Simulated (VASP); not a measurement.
Input of a VASP 6.6.1 run:

The input INCAR:

```
  PREC = Normal
  ENCUT = 520
  EDIFF = 1E-4
  ISMEAR = 0
  SIGMA = 0.15
  LREAL = Auto
  LASPH = True
  NELM = 60
  ALGO = Fast
  ISIF = 3
  LWAVE = False
  LCHARG = False
  ISPIN = 2
  MAGMOM = 0 0 0 0 1 0 0 0 0 0 0 0 0 0 0 0
  LORBIT = 11
  LMAXMIX = 4
  GGA = PE
  IBRION = 2
  NSW = 24
  EDIFFG = -0.08
```

Contents of KPOINTS:

```
Automatic mesh
0
Gamma
  3 3 3
```

The input POSCAR:

```
Ta4NiO11
1.0
    6.2000000000      0.0000000000      0.0000000000
   -3.1000000000      5.3693575000      0.0000000000
    0.0000000000      0.0000000000      6.0000000000
Ta Ni O
4 1 11
Direct
    0.0266670000      0.6933330000      0.0000000000
    0.3066670000      0.3333340000      0.0000000000
    0.6666660000      0.9733330000      0.0000000000
    0.6666666700      0.3333333300      0.5000000000
    0.0000000000      0.0000000000      0.5000000000
    0.9966670000      0.6633330000      0.3200000000
    0.9966670000      0.6633330000      0.6800000000
    0.3366670000      0.3333340000      0.6800000000
    0.3366670000      0.3333340000      0.3200000000
    0.3333333300      0.6666666700      0.0000000000
    0.6666660000      0.0033330000      0.3200000000
    0.6666660000      0.0033330000      0.6800000000
    0.0000000000      0.0000000000      0.0000000000
    0.4066670000      0.0733330000      0.0000000000
    0.6666660000      0.5933330000      0.0000000000
    0.9266670000      0.3333340000      0.0000000000
```

Potentials or basis: VASP PAW PBE potentials, release 64 (Ta_pv, Ni, O).

Launch:

```sh
$ cat potpaw_PBE.64/Ta_pv/POTCAR potpaw_PBE.64/Ni/POTCAR potpaw_PBE.64/O/POTCAR > POTCAR
$ mpirun -np 4 vasp_std > vasp.out
```

Problem. Estimate the relaxed cell.

Solution. a = 6.179 Å, b = 6.179 Å, c = 6.219 Å, α = 90.00°, β = 90.00°, γ = 120.00°.

Problem. Predict the site moments.

Solution. Ta +0.01; Ni -1.47; O -0.07, -0.00, -0.03 μB.

Problem. Predict the band gap on the k mesh.

Solution. 0.22 eV, indirect (least direct gap 0.26 eV).

Problem. Predict the net moment.

Solution. -2.00 μB per cell.

The path:
```
step  energy change (eV)  largest force (eV/Å)  pressure (GPa)  volume (Å³)
   1              0.0000                3.1585            1.95       199.74
   2             -1.7696                3.7894           -0.44       203.16
   3             -2.2564                2.5512           -1.91       202.25
   4             -3.9178                1.6031            4.43       199.70
   5             -4.0701                2.4008            7.73       198.71
   6             -4.9568                0.5737           -0.12       207.48
   7             -4.9586                0.5838           -0.50       207.89
   8             -5.0446                0.3713           -0.27       207.40
   9             -5.0603                0.4562           -0.11       207.08
  10             -5.0911                0.2611           -0.23       206.72
  11             -5.0960                0.4376           -0.20       206.51
  12             -5.1188                0.2470           -0.09       206.00
  13             -5.1263                0.1122            0.08       205.46
  14             -5.1264                0.1117           -0.05       205.51
  15             -5.1264                0.1106            0.10       205.49
  16             -5.1288                0.0767            0.10       205.59
```

Caveat: spin-orbit coupling is left out, which moves the levels of the heavy elements; an odd mesh through Γ misses points on the zone boundary, where band edges often lie; a cell with one magnetic atom can't hold antiferromagnetic order, which such compounds often take; the relaxation stopped at a loose force limit of 0.08 eV/Å, so its end isn't a converged minimum. As with any semilocal functional, this PBE gap is likely too small.
